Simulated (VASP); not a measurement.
Here is the system:

```xyz
2
Lattice="0.0000 2.4045 2.4045 2.4045 0.0000 2.4045 2.4045 2.4045 0.0000" Properties=species:S:1:pos:R:3 pbc="T T T"
B      0.0000     0.0000     0.0000
As     1.2022     1.2022     1.2022
```

Computed with optB86b-vdW, VASP's PBE PAW potentials (set 64) (plane waves; VASP 6.6.1). Run with 520 eV cut-off, 11×11×11 Γ-centred mesh, tetrahedra with Blöchl corrections, potentials B As.

**Question.** What does the run give for the energy per atom (σ→0)?

**Answer.** 
```yaml
energy per atom (σ→0): -4.681 eV/atom
```

The compound is BAs in the zinc blende structure. It was relaxed first.
